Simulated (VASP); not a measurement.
Consider the following.

```
CELL_PARAMETERS angstrom
      1.79203    -3.01552     0.00000
      1.79203     3.01552     0.00000
      0.00000     0.00000     5.73395
ATOMIC_POSITIONS crystal
  Ho 0.33333 0.66667 0.25000
  Ho 0.68283 0.34950 0.75000
```

Computed with PBE GGA, VASP's PBE PAW potentials (set 64) (plane waves; VASP 6.6.1). Numerical set-up: 400 eV cut-off, 11×11×6 Γ-centred mesh, first-order Methfessel-Paxton smearing of 0.20 eV, potentials Ho_3.

The 4f electrons are frozen in the core of the lanthanide potential, so 4f levels, which can set the real gap, and their magnetism are missing.

Q: Give the force on each atom (eV/Å).

A: 
| atom | Fx | Fy | Fz |
|---|---|---|---|
| Ho1 | 0.062 | 0.029 | 0.000 |
| Ho2 | -0.062 | -0.029 | 0.000 |

Q: Give the stress tensor in GPa (positive for a compressed cell).

A: 
```
 0.41  -0.15   0.00
-0.15   2.21   0.00
 0.00   0.00  -1.23
```
The pressure is its mean diagonal, 0.46 GPa.

The compound is Ho in the hcp structure. The cell was not relaxed at this level, atoms are displaced from their ideal sites. The run is one of a series of settings (SIGMA = 0.2 against the base run), some of them coarse on purpose.
